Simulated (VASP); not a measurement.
Given:

```
Nb
1.0
   -1.59929     1.59929     1.59929
    1.59929    -1.59929     1.59929
    1.59929     1.59929    -1.59929
Nb
1
Direct
  0.00000   0.00000   0.00000
```

All values below come from PBE GGA with D3 dispersion (zero damping), VASP's PBE PAW potentials (set 64) (plane waves; VASP). Settings: 520 eV cut-off, 16×16×16 Γ-centred mesh, first-order Methfessel-Paxton smearing of 0.10 eV, potentials Nb_sv.

Task: Give the stress tensor in GPa (positive for a compressed cell).

Result: 
```
12.90   0.00   0.00
 0.00  12.90   0.00
 0.00   0.00  12.90
```
The pressure is its mean diagonal, 12.90 GPa.

The compound is Nb in the bcc structure. This cell is one point of a volume scan, at 0.94 of the reference volume.
